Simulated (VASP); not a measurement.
# Fe (Iron-alpha): structure and properties in VASP, part 2 of 2

Aim: relax Fe (Iron-alpha) with PBE + D3(BJ), compute its properties on that cell and hold them against experiment. Left out of this account: 1 further run (phonons: it ended without a result to show). The start is a cell from a database of measured crystal structures.

VASP 6.6.1, plane waves and PAW; the level of theory is named at each step.

Still holding for the runs below: The magnetic order is the lowest of the few collinear ones tried above; longer or canted patterns were not tried.

So far, moment of the cell, from the last line of the log (μB): step 2 (magnetic order: ferromagnetic) 2.25; step 6 (full relaxation (PBE + D3(BJ))) 2.08; step 7 (second relaxation) 2.13. The relaxed cell has a = 2.802 Å (conventional setting).

**10. Total and projected DOS (PBE + D3(BJ))**

Here the states are counted by energy and projected on the atoms. The mesh is finer than in the run before.

The input, INCAR:

```
SYSTEM = Fe
PREC = Accurate
ENCUT = 400
EDIFF = 1E-06
NELM = 100
ISMEAR = -5
SIGMA = 0.2
LREAL = .FALSE.
ALGO = Normal
GGA = PE
IVDW = 12
NBANDS = 17
ISPIN = 2
MAGMOM = 2.125
LASPH = .TRUE.
LMAXMIX = 4
LORBIT = 11
LWAVE = .FALSE.
LCHARG = .FALSE.
KPAR = 4
NEDOS = 2001
```

The input, POSCAR:

```
Fe
1.0
   -1.4009749092      1.4009749092      1.4009749092
    1.4009749092     -1.4009749092      1.4009749092
    1.4009749092      1.4009749092     -1.4009749092
Fe
1
Direct
    0.0000000000      0.0000000000      0.0000000000
```

The input, KPOINTS:

```
Automatic mesh
0
Gamma
14 14 14
0 0 0
```

The projector-augmented-wave data sets are Fe (PBE family, release 64).

Started as:

```sh
$ mpirun -np 4 vasp_std
```

It took 7.6 s on 4 MPI ranks of AMD EPYC 9R45, shared host; peak memory 0.57 GiB; 28 s of CPU time.

With tetrahedra the forces and stress of a metal are not exact derivatives of the energy.

Numbers from this step:

```
irreducible k-points                              : 104
free energy (TOTEN)                               : -8.606 eV
Fermi energy                                      : 6.165 eV
pressure                                          : 0.268 GPa
moment of the cell, from the last line of the log : 2.138 μB
DOS at the Fermi level                            : 0.9408 states/eV/cell
```

The density of states has structure finer than the step of the table below, so its rows give means over 0.5 eV, whole bins alone (the curve runs from -11.9 to 7.94 eV). Peaks (eV: height): total up -4.33: 1.13, -3.46: 2.11, -2.59: 1.65, -0.86: 2.56; total down -2.81: 0.699, -1.80: 1.43, 1.38: 1.43, 1.88: 3.77; Fe d up -4.33: 0.825, -3.46: 1.86, -2.59: 1.40, -0.86: 2.48; Fe d down -1.80: 1.20, 1.88: 3.67; Fe p up -4.33: 0.0861, -3.46: 0.109, -2.67: 0.126, 3.40: 0.045.

States under -11.9 eV and over 7.9 eV are left out. Table of density of states by energy, zero at the Fermi level; means over each step; 7 of 8 lines; values in states/eV/cell:

```csv
energy (eV),total up,total down,Fe d up,Fe d down,Fe p up,Fe p down,Fe s up
-9.0,0,0,0,0,0,0,0
-8.5,0.00678,0.00182,0,0,1.3e-4,1.4e-5,0.00497
-8.0,0.0248,0.0197,5.4e-5,0,0.00124,8.0e-4,0.0175
-7.5,0.0372,0.0321,6.6e-4,2.4e-4,0.00303,0.00231,0.0248
-7.0,0.0496,0.0431,0.00186,7.6e-4,0.00556,0.00445,0.0306
-6.5,0.0647,0.0537,0.00465,0.00180,0.00878,0.00712,0.0366
-6.0,0.0867,0.0660,0.0118,0.00383,0.0132,0.0104,0.0431
-5.5,0.131,0.0807,0.0321,0.00759,0.0196,0.0143,0.0535
-5.0,0.412,0.102,0.234,0.0151,0.0330,0.0193,0.0857
-4.5,0.834,0.137,0.587,0.0319,0.0599,0.0254,0.0832
-4.0,0.568,0.236,0.445,0.0944,0.0355,0.0341,0.0292
-3.5,1.05,0.363,0.928,0.192,0.0508,0.0428,0.00368
-3.0,0.966,0.564,0.828,0.373,0.0624,0.0568,0.0102
-2.5,1.20,0.437,1.01,0.323,0.0928,0.0378,0.0178
-2.0,0.422,0.761,0.350,0.628,0.0377,0.0634,0.00653
-1.5,0.944,1.15,0.876,0.945,0.0263,0.107,0.00557
-1.0,2.06,1.15,1.98,0.924,0.0219,0.127,0.0103
-0.5,0.895,0.543,0.830,0.434,0.0285,0.0642,0.0129
0.0,0.711,0.235,0.658,0.189,0.0248,0.0277,0.0108
0.5,0.180,0.417,0.138,0.388,0.0218,0.0107,0.0108
1.0,0.148,0.945,0.0918,0.894,0.0315,0.0127,0.0117
1.5,0.146,1.27,0.0817,1.23,0.0381,0.00829,0.0121
2.0,0.141,1.68,0.0725,1.62,0.0415,0.0174,0.0119
2.5,0.133,0.385,0.0626,0.346,0.0436,0.0187,0.0113
3.0,0.125,0.206,0.0558,0.158,0.0440,0.0269,0.0104
3.5,0.119,0.182,0.0504,0.128,0.0444,0.0325,0.00940
4.0,0.108,0.162,0.0431,0.104,0.0426,0.0365,0.00810
4.5,0.0971,0.147,0.0373,0.0874,0.0402,0.0385,0.00683
5.0,0.0874,0.133,0.0323,0.0734,0.0376,0.0393,0.00567
5.5,0.0771,0.117,0.0278,0.0599,0.0341,0.0383,0.00459
6.0,0.0582,0.103,0.0197,0.0494,0.0270,0.0365,0.00332
6.5,0.0399,0.0886,0.0122,0.0404,0.0197,0.0334,0.00223
7.0,0.0253,0.0707,0.00711,0.0299,0.0130,0.0287,0.00140
7.5,0.0248,0.0456,0.00774,0.0168,0.0109,0.0205,0.00278
```

The finer mesh and the other smearing move the Fermi level by -0.05 eV from the 10×10×10 run, a small shift, which tests the Fermi level alone. Of the states within 0.3 eV of the Fermi level, the largest shares in the PAW spheres are Fe d 89 % and Fe p 6 %. The rest lies in smaller channels or between the spheres.

**11. Core-level energies (PBE + D3(BJ))**

ICORELEVEL = 1 prints the core eigenvalues in the potential of the ground state.

INCAR: that of step 10 with these lines changed.

```diff
@@ -5,3 +5,3 @@
 NELM = 100
-ISMEAR = -5
+ISMEAR = 1
 SIGMA = 0.2
@@ -11,3 +11,3 @@
 IVDW = 12
-NBANDS = 17
+NBANDS = 12
 ISPIN = 2
@@ -20,2 +20,2 @@
 KPAR = 4
-NEDOS = 2001
+ICORELEVEL = 1
```

POSCAR is that of step 10.

The input, KPOINTS:

```
Automatic mesh
0
Gamma
10 10 10
0 0 0
```

Started as:

```sh
$ mpirun -np 4 vasp_std
```

Elapsed: 3.2 s, on 4 MPI ranks; peak memory 0.45 GiB.

These are scalar-relativistic Kohn-Sham levels of the ground state, with no core hole, so they are not binding energies.

Numbers from this step:

```yaml
bands: 12
irreducible_k_points: 47
free_energy_toten: -8.614 eV
fermi_energy: 6.212 eV
pressure: -0.03231 GPa
moment_of_the_cell_from_the_last_line_of_the_log: 2.130 μB
```

Kohn-Sham core levels. Core levels, by row:

```csv
atom,shell,level below the Fermi level (eV)
Fe1,1s,6992
Fe1,2s,813.1
Fe1,2p,691.8
Fe1,3s,86.85
Fe1,3p,52.92
```

**12. What came out**

```yaml
relaxed_volume: 11.00 Å³/atom
relaxed_conventional_cell_a_b_c: 2.802, 2.802, 2.802 Å
space_group_after_relaxing_within_0p02_a: Im-3m (No. 229)
moment_of_the_cell_14x14x14_mesh: 2.14 μB
largest_site_moment_14x14x14_mesh: 2.13 μB on Fe1
band_gap: none, a metal
dos_at_the_fermi_level: 0.941 states/eV/cell
shallowest_level_of_the_frozen_cores: Fe1 3p, 52.9 eV deep
```

With PBE + D3(BJ), Fe (Iron-alpha) relaxes to 11.00 Å³/atom in space group Im-3m, comes out as a metal and keeps moments of up to 2.13 μB (14×14×14 mesh). Against the listed cell the volume lies -6.6 %. Band structure (PBE + D3(BJ)), spin up: Of the bands kept, 4 cross the Fermi level on this path. Band structure (PBE + D3(BJ)), spin down: Of the bands kept, 2 cross the Fermi level on this path. The k-sampling is coarse for a metal, so the Fermi level, moments, pressures and the shape of the cell carry errors. Only a few collinear orders were tried, on the cell as listed. No search among competing phases was made. All values are for a static lattice at zero temperature.

Computed beside measured:

| quantity | measured | PBE with D3(BJ) |
| --- | --- | --- |
| lattice constant a (Å) | 2.866 | 2.802 (-2.2 %) |
| moment of Fe (spin moment of the cell, by atom) (μB) | 2.2 | 2.14 (-2.8 %) |

Measured values from pmc:2430951 (2008) and pmc:4870625 (2016).

How well it matches: The lattice constant a is off by -2.2 %: a clear miss. The moment of Fe is off by -2.8 %: good agreement. The grades are ours: good and fair within 0.7 and 1.5 % for the lattice constant a. For lattice constants the calculation has a static lattice, without zero-point motion or thermal expansion.

[Lines on the potential files, build, host, timing and source positions are cut from VASP's logs without a mark.]

[Logs are printed without paths, hosts, clocks, repeated set-up lines and the standing remarks that a program may print on its own settings, such as how far it seeks lower states.]

[Hosts, paths, dates, database ids (printed as entryN), source tags and the programs' standing remarks are cut or masked in the printed files.]

[Measured values are set beside computed ones only where the two were judged alike; some that the calculation misses by far are left out.]
